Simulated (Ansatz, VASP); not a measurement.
# W2N in two plane-wave programs

One calculation is typed for both programs; each brings its own data sets. How far apart do they land? The cell is taken from a series of runs on this material, whose earlier steps may have relaxed, scaled, displaced or heated it; both programs get it as it stands.

Program: Ansatz 0.2.0. Level of theory: plane waves, with VASP 6.6.1 beside it; PBE. Results are calculated unless marked as measured.

## Step 1: Set-up

The cell holds 3 atoms: 1 N and 2 W. Cell: a = 2.752 Å, b = 2.773 Å, c = 29.624 Å, α = 90.0°, β = 90.0°, γ = 119.8°. Vacuum lies along c.

Structure file:

```xyz
3
Lattice="2.7519 0.0000 0.0000 -1.3759 2.4073 0.0000 0.0000 0.0000 29.6237" Properties=species:S:1:pos:R:3
N     0.0000    0.0000   10.0000
W     0.0000    1.6005   11.4651
W     1.3759    0.8067    8.5349
```

## Step 2: VASP: zone-centre phonons, PBE

Second derivatives magnify differences that forces hide, and they need a tight electronic threshold.

Lines of VASP's logs that name or quote its potential files are left out, and so is its time.

INCAR

```
SYSTEM = W2N
PREC = Accurate
ENCUT = 600
EDIFF = 1E-08
NELM = 120
ISMEAR = 1
SIGMA = 0.2
LREAL = .FALSE.
ALGO = Normal
GGA = PE
NBANDS = 14
LASPH = .TRUE.
LORBIT = 11
LWAVE = .FALSE.
LCHARG = .FALSE.
ISIF = 2
IBRION = 8
GGA_COMPAT = .FALSE.
NELMDL = -8
KPAR = 2
```

POSCAR

```
W2N
1.0
    2.7518768880      0.0000000000      0.0000000000
   -1.3759384440      2.4072679729      0.0000000000
    0.0000000000      0.0000000000     29.6237063742
N W
1 2
Direct
    0.0000000000      0.0000000000      0.3375674831
    0.3324409777      0.6648819553      0.3870259864
    0.6675590224      0.3351180447      0.2881089798
```

KPOINTS

```
Automatic mesh
0
Gamma
18 18 1
0 0 0
```

PAW data sets: N and W (PBE family, release 64).

Command:

```
mpirun -np 2 vasp_std
```

Numbers of over 12 decimals in the logs are rounded to 6 here.

Log:

```text
[banner, memory and clock lines left out]
running    2 mpi-ranks, on    1 nodes
 distrk:  each k-point on    1 cores,    2 groups
 distr:  one band on    1 cores,    1 groups

 POSCAR found type information on POSCAR N W
 POSCAR found :  2 types and       3 ions
 LDA part: xc-table for (Slater+PW92), standard interpolation
 POSCAR, INCAR and KPOINTS ok, starting setup
 FFT: planning ... GRIDC
 FFT: planning ... GRID_SOFT
 FFT: planning ... GRID
 WAVECAR not read
 entering main loop
       N       E                     dE             d eps       ncg     rms          rms(c)
DAV:   1     0.127186077115E+03    0.12719E+03   -0.60117E+03  2548   0.963E+02
DAV:   2    -0.177296347507E+02   -0.14492E+03   -0.13703E+03  4488   0.198E+02
DAV:   3    -0.344812940189E+02   -0.16752E+02   -0.16327E+02  3542   0.820E+01
DAV:   4    -0.350598143938E+02   -0.57852E+00   -0.56330E+00  3600   0.173E+01
DAV:   5    -0.350810738171E+02   -0.21259E-01   -0.21247E-01  3626   0.250E+00
DAV:   6    -0.350816255100E+02   -0.55169E-03   -0.55148E-03  3808   0.379E-01
DAV:   7    -0.350816343727E+02   -0.88627E-05   -0.88612E-05  3664   0.409E-02
DAV:   8    -0.350816346050E+02   -0.23233E-06   -0.23236E-06  3782   0.531E-03    0.329E+01
DAV:   9    -0.319903669399E+02    0.30913E+01   -0.14438E+01  3834   0.275E+01    0.130E+01
DAV:  10    -0.316228435603E+02    0.36752E+00   -0.24886E+00  3526   0.130E+01    0.761E+00
DAV:  11    -0.315105107525E+02    0.11233E+00   -0.54114E-01  3612   0.610E+00    0.109E+00
DAV:  12    -0.315015494608E+02    0.89613E-02   -0.43325E-02  3266   0.166E+00    0.646E-01
DAV:  13    -0.315008734293E+02    0.67603E-03   -0.36835E-03  3524   0.442E-01    0.815E-02
DAV:  14    -0.315007271096E+02    0.14632E-03   -0.29406E-04  3430   0.142E-01    0.467E-02
[...]
DAV:  22    -0.315008204960E+02   -0.47924E-05   -0.19316E-07  2938   0.126E-03    0.190E-04
DAV:  23    -0.315008240077E+02   -0.35117E-05   -0.96769E-08  2520   0.670E-04    0.134E-04
DAV:  24    -0.315008254463E+02   -0.14386E-05   -0.44415E-08  2572   0.464E-04    0.154E-04
DAV:  25    -0.315008258947E+02   -0.44838E-06   -0.65996E-09  2222   0.244E-04    0.509E-05
DAV:  26    -0.315008260366E+02   -0.14192E-06   -0.22426E-09  1966   0.145E-04    0.883E-05
DAV:  27    -0.315008260577E+02   -0.21071E-07   -0.23228E-10  1574   0.616E-05    0.951E-06
DAV:  28    -0.315008260770E+02   -0.19295E-07   -0.20941E-10  1670   0.534E-05    0.147E-05
DAV:  29    -0.315008260819E+02   -0.48854E-08   -0.34104E-11  1442   0.293E-05
   1 F= -.31500826E+02 E0= -.31501103E+02  d E =0.831403E-03
 Linear response reoptimize wavefunctions to high precision
DAV:   1    -0.315008260832E+02   -0.13424E-08    0.10810E-11  1826   0.149E-05
DAV:   2    -0.315008260832E+02    0.90949E-12    0.25100E-11  1394   0.545E-06
 Linear response DOF=           6
 Linear response progress:
  Degree of freedom:   1/  6
       N       E                     dE             d eps       ncg     rms          rms(c)
RMM:   1    -0.225098263801E+00   -0.22510E+00    0.17923E-01  5668   0.315E+00
RMM:   2    -0.224616860620E+00    0.48140E-03   -0.10123E-02  4111   0.675E-01    0.243E-01
RMM:   3    -0.225742457915E+00   -0.11256E-02   -0.11810E-03  4236   0.201E-01    0.133E-01
RMM:   4    -0.227393963674E+00   -0.16515E-02   -0.49231E-04  3899   0.149E-01    0.264E-02
RMM:   5    -0.227363332072E+00    0.30632E-04   -0.23809E-05  4586   0.398E-02    0.428E-03
RMM:   6    -0.227307879425E+00    0.55453E-04    0.20679E-06  4504   0.858E-03    0.910E-04
RMM:   7    -0.227298063637E+00    0.98158E-05    0.16564E-06  4680   0.181E-03    0.363E-04
RMM:   8    -0.227297857594E+00    0.20604E-06    0.44685E-07  4754   0.491E-04    0.963E-05
RMM:   9    -0.227298256734E+00   -0.39914E-06    0.33183E-07  4818   0.154E-04    0.326E-05
RMM:  10    -0.227298142057E+00    0.11468E-06    0.10132E-07  4898   0.555E-05    0.106E-05
RMM:  11    -0.227298099314E+00    0.42743E-07    0.48542E-08  4726   0.275E-05    0.418E-06
RMM:  12    -0.227298161123E+00   -0.61810E-07   -0.12075E-08  4693   0.168E-05    0.779E-07
RMM:  13    -0.227298163920E+00   -0.27967E-08    0.44574E-09  4598   0.105E-05    0.374E-07
 first order change of Fermi-energy  -0.11694E-02
 force on displaced ion       1 direction 1 :  -5.365   0.000   0.000
 Linear response progress:
  Degree of freedom:   2/  6
       N       E                     dE             d eps       ncg     rms          rms(c)
RMM:   1    -0.225076583396E+00   -0.22508E+00    0.18359E-01  5763   0.316E+00
RMM:   2    -0.224677997585E+00    0.39859E-03   -0.98150E-03  4109   0.681E-01    0.244E-01
RMM:   3    -0.225829845640E+00   -0.11518E-02   -0.12570E-03  4212   0.203E-01    0.133E-01
RMM:   4    -0.227467845861E+00   -0.16380E-02   -0.53889E-04  3926   0.151E-01    0.277E-02
RMM:   5    -0.227502534560E+00   -0.34689E-04   -0.65169E-05  4443   0.484E-02    0.360E-02
RMM:   6    -0.227412758653E+00    0.89776E-04   -0.26408E-05  4317   0.264E-02    0.383E-03
RMM:   7    -0.227364355568E+00    0.48403E-04   -0.18736E-06  4387   0.752E-03    0.870E-04
RMM:   8    -0.227361163104E+00    0.31925E-05    0.10142E-06  4775   0.179E-03    0.395E-04
RMM:   9    -0.227358691441E+00    0.24717E-05    0.30591E-07  4629   0.547E-04    0.130E-04
RMM:  10    -0.227358760633E+00   -0.69191E-07   -0.13639E-07  4985   0.167E-04    0.429E-05
[...]
RMM:  12    -0.227358652224E+00    0.37749E-09   -0.39273E-08  5065   0.234E-05    0.463E-06
 first order change of Fermi-energy  -0.39052E-02
 force on displaced ion       1 direction 2 :  -0.000  -5.248   0.066
 Linear response progress:
  Degree of freedom:   3/  6
       N       E                     dE             d eps       ncg     rms          rms(c)
RMM:   1    -0.273458958062E+00   -0.27346E+00    0.29980E-01  5534   0.336E+00
RMM:   2    -0.274871765498E+00   -0.14128E-02   -0.91248E-03  4201   0.731E-01    0.650E-01
RMM:   3    -0.275572238760E+00   -0.70047E-03   -0.19487E-03  4231   0.260E-01    0.403E-01
RMM:   4    -0.281970762556E+00   -0.63985E-02   -0.31910E-03  4744   0.261E-01    0.298E-01
RMM:   5    -0.277338658340E+00    0.46321E-02   -0.20373E-03  4615   0.208E-01    0.346E-02
RMM:   6    -0.277044978921E+00    0.29368E-03   -0.10222E-04  4082   0.600E-02    0.746E-03
RMM:   7    -0.276990183916E+00    0.54795E-04   -0.10892E-05  4701   0.148E-02    0.308E-03
RMM:   8    -0.276974937149E+00    0.15247E-04   -0.16732E-06  4642   0.327E-03    0.961E-04
RMM:   9    -0.276970706097E+00    0.42311E-05    0.39434E-07  4630   0.117E-03    0.283E-04
RMM:  10    -0.276972435590E+00   -0.17295E-05   -0.15256E-07  4363   0.701E-04    0.171E-04
RMM:  11    -0.276971938107E+00    0.49748E-06    0.57673E-08  4481   0.595E-04    0.127E-04
RMM:  12    -0.276972061264E+00   -0.12316E-06   -0.31276E-07  4682   0.297E-04    0.485E-05
RMM:  13    -0.276972043182E+00    0.18082E-07   -0.17119E-07  4688   0.186E-04    0.330E-05
RMM:  14    -0.276971891462E+00    0.15172E-06   -0.68201E-08  4688   0.157E-04    0.236E-05
RMM:  15    -0.276971908908E+00   -0.17446E-07   -0.68192E-08  4763   0.150E-04    0.150E-05
RMM:  16    -0.276971915003E+00   -0.60947E-08   -0.73010E-08  4632   0.544E-05    0.578E-06
 first order change of Fermi-energy  -0.86465E-03
 force on displaced ion       1 direction 3 :  -0.000   0.066 -16.893
 Linear response progress:
  Degree of freedom:   4/  6
       N       E                     dE             d eps       ncg     rms          rms(c)
RMM:   1    -0.109754238928E+00   -0.10975E+00   -0.97930E-02  7668   0.203E+00
RMM:   2    -0.107044364171E+00    0.27099E-02   -0.38511E-03  7056   0.414E-01    0.196E-01
RMM:   3    -0.105932526584E+00    0.11118E-02   -0.58246E-04  7470   0.133E-01    0.115E-01
RMM:   4    -0.105305259765E+00    0.62727E-03   -0.64901E-04  7402   0.154E-01    0.195E-02
RMM:   5    -0.105328159624E+00   -0.22900E-04   -0.37671E-05  8379   0.243E-02    0.169E-02
RMM:   6    -0.105315291054E+00    0.12869E-04   -0.79782E-06  7839   0.129E-02    0.223E-03
RMM:   7    -0.105315208931E+00    0.82122E-07   -0.65540E-07  8341   0.323E-03    0.840E-04
RMM:   8    -0.105314042151E+00    0.11668E-05   -0.72353E-08  8589   0.102E-03    0.273E-04
RMM:   9    -0.105313572500E+00    0.46965E-06   -0.67735E-11  8531   0.328E-04    0.771E-05
RMM:  10    -0.105313453536E+00    0.11896E-06   -0.61003E-08  8771   0.126E-04    0.205E-05
RMM:  11    -0.105313455098E+00   -0.15627E-08   -0.71945E-09  8858   0.447E-05    0.722E-06
 first order change of Fermi-energy   0.19793E-04
 force on displaced ion       2 direction 1 :  -4.163   0.010  -0.001
 Linear response progress:
  Degree of freedom:   5/  6
       N       E                     dE             d eps       ncg     rms          rms(c)
RMM:   1    -0.109648544434E+00   -0.10965E+00   -0.97920E-02  4281   0.202E+00
RMM:   2    -0.106921645255E+00    0.27269E-02   -0.39889E-03  3910   0.418E-01    0.195E-01
RMM:   3    -0.105837351007E+00    0.10843E-02   -0.57876E-04  4145   0.132E-01    0.115E-01
RMM:   4    -0.105229490484E+00    0.60786E-03   -0.63459E-04  4124   0.152E-01    0.244E-02
RMM:   5    -0.105248560047E+00   -0.19070E-04   -0.49849E-05  4570   0.308E-02    0.255E-02
RMM:   6    -0.105229952205E+00    0.18608E-04   -0.11537E-05  4270   0.168E-02    0.177E-03
RMM:   7    -0.105230345822E+00   -0.39362E-06   -0.11451E-06  4698   0.385E-03    0.776E-04
RMM:   8    -0.105229464271E+00    0.88155E-06   -0.84374E-08  4718   0.970E-04    0.369E-04
RMM:   9    -0.105228805238E+00    0.65903E-06    0.10047E-07  4640   0.441E-04    0.769E-05
RMM:  10    -0.105228715540E+00    0.89698E-07    0.10089E-07  4974   0.133E-04    0.390E-05
RMM:  11    -0.105228646862E+00    0.68678E-07   -0.23387E-08  4678   0.685E-05    0.738E-06
RMM:  12    -0.105228659309E+00   -0.12447E-07   -0.27712E-08  5017   0.240E-05    0.332E-06
RMM:  13    -0.105228664698E+00   -0.53887E-08   -0.67538E-09  4454   0.144E-05    0.107E-06
 first order change of Fermi-energy   0.10472E-01
 force on displaced ion       2 direction 2 :  -0.000  -3.978   0.092
 Linear response progress:
  Degree of freedom:   6/  6
       N       E                     dE             d eps       ncg     rms          rms(c)
RMM:   1    -0.162662568876E+00   -0.16266E+00   -0.91000E-02  4483   0.198E+00
RMM:   2    -0.159433469010E+00    0.32291E-02   -0.49612E-03  3940   0.481E-01    0.511E-01
RMM:   3    -0.159346930214E+00    0.86539E-04   -0.58771E-04  4442   0.139E-01    0.301E-01
RMM:   4    -0.161803546268E+00   -0.24566E-02   -0.18666E-03  4999   0.204E-01    0.234E-01
RMM:   5    -0.159414807191E+00    0.23887E-02   -0.10937E-03  4830   0.149E-01    0.310E-02
RMM:   6    -0.159403082765E+00    0.11724E-04   -0.34098E-05  4409   0.352E-02    0.907E-03
RMM:   7    -0.159376913151E+00    0.26170E-04   -0.48644E-06  4599   0.141E-02    0.257E-03
RMM:   8    -0.159372638614E+00    0.42745E-05   -0.69075E-07  4635   0.376E-03    0.692E-04
RMM:   9    -0.159371301738E+00    0.13369E-05    0.32116E-07  4732   0.114E-03    0.288E-04
RMM:  10    -0.159369879603E+00    0.14221E-05   -0.27060E-08  4517   0.466E-04    0.809E-05
RMM:  11    -0.159369846571E+00    0.33033E-07   -0.16342E-07  4800   0.181E-04    0.589E-05
RMM:  12    -0.159369919821E+00   -0.73250E-07   -0.93633E-08  4461   0.187E-04    0.265E-05
RMM:  13    -0.159370182821E+00   -0.26300E-06    0.16259E-08  4627   0.144E-04    0.164E-05
RMM:  14    -0.159370200745E+00   -0.17925E-07   -0.99947E-08  4700   0.534E-05    0.800E-06
RMM:  15    -0.159370232885E+00   -0.32140E-07   -0.55817E-09  4611   0.540E-05    0.617E-06
RMM:  16    -0.159370261382E+00   -0.28497E-07   -0.18778E-08  4677   0.412E-05    0.326E-06
RMM:  17    -0.159370268321E+00   -0.69386E-08   -0.24183E-08  4576   0.257E-05    0.144E-06
 first order change of Fermi-energy  -0.37096E+00
 force on displaced ion       2 direction 3 :   0.000   0.117 -12.184
 Linear response finished
```

OUTCAR, selected parts (step 2):

```text
ion  position               nearest neighbor table
   1  0.000  0.000  0.338-   2 2.17   3 2.17   2 2.17   3 2.17   2 2.17   3 2.17
   2  0.332  0.665  0.387-   1 2.17   1 2.17   1 2.17   3 3.33   3 3.33   3 3.35
   3  0.668  0.335  0.288-   1 2.17   1 2.17   1 2.17   2 3.33   2 3.33   2 3.35

  LATTYP: Found a base centered orthorhombic cell.
 ALAT       =     2.7518768880
 B/A-ratio  =     1.7495462703
 C/A-ratio  =    10.7649097615

 Subroutine GETGRP returns: Found  4 space group operations
 (whereof  2 operations were pure point group operations)

The static configuration has the point symmetry C_1h.
 The point group associated with its full space group is C_2h.

 Found     91 irreducible k-points:

   k-points           NKPTS =     91   k-points in BZ     NKDIM =     91   number of bands    NBANDS=     14

   dimension x,y,z NGX =    24 NGY =   24 NGZ =  240
   dimension x,y,z NGXF=    48 NGYF=   48 NGZF=  480

   ENCUT  =  600.0 eV  44.10 Ry    6.64 a.u.   5.50  5.54 59.17*2*pi/ulx,y,z

   NELECT =      17.0000    total number of electrons

 k-points in reciprocal lattice and weights: Automatic mesh
   0.00000000  0.00000000  0.00000000       0.003
   0.05555556  0.00000000  0.00000000       0.012
   0.11111111  0.00000000  0.00000000       0.012
   0.16666667 -0.00000000  0.00000000       0.012
   0.22222222  0.00000000  0.00000000       0.012
   0.27777778 -0.00000000  0.00000000       0.012
   0.33333333 -0.00000000  0.00000000       0.012
   0.38888889 -0.00000000  0.00000000       0.012
   0.44444444  0.00000000  0.00000000       0.012
[...]
0.11111111  0.44444444  0.00000000       0.006
   0.00000000  0.50000000  0.00000000       0.003

 average (electrostatic) potential at core
       1 -73.2429       2 -48.9193       3 -48.9193

  Total        0.4765310     -0.1505295     -0.0675183      0.0000000     -0.0031064      0.0000000
  in kB        3.8905315     -1.2289649     -0.5512379      0.0000000     -0.0253618      0.0000000
  external PRESSURE =       0.7034429 kB  Pullay stress =       0.0000000 kB

  energy-cutoff  :      600.00
  volume of cell :      196.24
      direct lattice vectors                 reciprocal lattice vectors
     2.751876888  0.000000000  0.000000000     0.363388349  0.207704338  0.000000000
    -1.375938444  2.407267973  0.000000000     0.000000000  0.415408675  0.000000000
     0.000000000  0.000000000 29.623706374     0.000000000  0.000000000  0.033756748

 POSITION                                       TOTAL-FORCE (eV/Angst)
 -----------------------------------------------------------------------------------
      0.00000      0.00000     10.00000         0.000000      0.000000      0.000000
      0.00000      1.60055     11.46514        -0.000000     -0.001097     -0.010965
      1.37594      0.80672      8.53486        -0.000000      0.001097      0.010965
 -----------------------------------------------------------------------------------
    total drift:                                0.000000      0.000000     -0.000001

 Eigenvectors and eigenvalues of the dynamical matrix
 ----------------------------------------------------

   1 f  =   17.496250 THz   109.932179 2PiTHz  583.612070 cm-1    72.358642 meV
             X         Y         Z           dx          dy          dz
      0.000000  0.000000 10.000000     0.000000   -0.005604    0.981474
      0.000000  1.600549 11.465144     0.000000    0.000652   -0.135419
      1.375938  0.806719  8.534856    -0.000000    0.000652   -0.135419

   2 f  =    9.859153 THz    61.946887 2PiTHz  328.865955 cm-1    40.774163 meV
             X         Y         Z           dx          dy          dz
      0.000000  0.000000 10.000000    -0.981555   -0.000000   -0.000000
      0.000000  1.600549 11.465144     0.135184    0.000000    0.000000
      1.375938  0.806719  8.534856     0.135184    0.000000   -0.000000

   3 f  =    9.750843 THz    61.266355 2PiTHz  325.253120 cm-1    40.326229 meV
             X         Y         Z           dx          dy          dz
      0.000000  0.000000 10.000000     0.000000   -0.981569   -0.005650
      0.000000  1.600549 11.465144    -0.000000    0.135075    0.000485
      1.375938  0.806719  8.534856     0.000000    0.135075    0.000485

   4 f  =    4.601002 THz    28.908947 2PiTHz  153.472902 cm-1    19.028206 meV
             X         Y         Z           dx          dy          dz
      0.000000  0.000000 10.000000     0.000000   -0.000000   -0.000000
      0.000000  1.600549 11.465144    -0.000000   -0.011891    0.707007
      1.375938  0.806719  8.534856     0.000000    0.011891   -0.707007

   5 f  =    2.741351 THz    17.224417 2PiTHz   91.441632 cm-1    11.337312 meV
             X         Y         Z           dx          dy          dz
      0.000000  0.000000 10.000000    -0.000000   -0.000000   -0.000000
      0.000000  1.600549 11.465144     0.707107   -0.000000   -0.000000
      1.375938  0.806719  8.534856    -0.707107    0.000000    0.000000

   6 f  =    2.665110 THz    16.745381 2PiTHz   88.898503 cm-1    11.022005 meV
             X         Y         Z           dx          dy          dz
      0.000000  0.000000 10.000000     0.000000    0.000000    0.000000
      0.000000  1.600549 11.465144     0.000000    0.707007    0.011891
      1.375938  0.806719  8.534856    -0.000000   -0.707007   -0.011891

   7 f/i=    0.001837 THz     0.011545 2PiTHz    0.061292 cm-1     0.007599 meV
             X         Y         Z           dx          dy          dz
      0.000000  0.000000 10.000000    -0.000000    0.104712   -0.160308
      0.000000  1.600549 11.465144    -0.000000    0.379196   -0.581273
      1.375938  0.806719  8.534856    -0.000000    0.379196   -0.581273

   8 f/i=    0.003447 THz     0.021658 2PiTHz    0.114979 cm-1     0.014256 meV
             X         Y         Z           dx          dy          dz
      0.000000  0.000000 10.000000     0.191178    0.000000   -0.000000
      0.000000  1.600549 11.465144     0.694064    0.000000   -0.000000
      1.375938  0.806719  8.534856     0.694064    0.000000   -0.000000

   9 f/i=    0.006731 THz     0.042289 2PiTHz    0.224507 cm-1     0.027835 meV
             X         Y         Z           dx          dy          dz
      0.000000  0.000000 10.000000     0.000000   -0.159772   -0.104777
      0.000000  1.600549 11.465144     0.000000   -0.581347   -0.379187
      1.375938  0.806719  8.534856     0.000000   -0.581347   -0.379187

 ELASTIC MODULI CONTR FROM IONIC RELAXATION (kBar)
 Direction    XX          YY          ZZ          XY          YZ          ZX
 --------------------------------------------------------------------------------
 XX        -242.2826   -223.5008   -359.4772     -0.0000     32.0616      0.0000
 YY        -223.5008   -255.1193   -367.6750     -0.0000    -25.7225      0.0000
 ZZ        -359.4772   -367.6750   -559.9342     -0.0000      6.8234      0.0000
 XY          -0.0000     -0.0000     -0.0000     -0.6784      0.0000      9.7686
 YZ          32.0616    -25.7225      6.8234      0.0000    -66.7208     -0.0000
 ZX           0.0000      0.0000      0.0000      9.7686     -0.0000   -140.6566
 --------------------------------------------------------------------------------
```

(Part 1 of 2 ends here.)

[Lines on the potential files, build, host, timing and source positions are cut from VASP's logs without a mark.]

[Logs are printed without paths, hosts, clocks, repeated set-up lines and the standing remarks that a program may print on its own settings, such as how far it seeks lower states.]

[Hosts, paths, dates, database ids (printed as entryN), source tags and the programs' standing remarks are cut or masked in the printed files.]
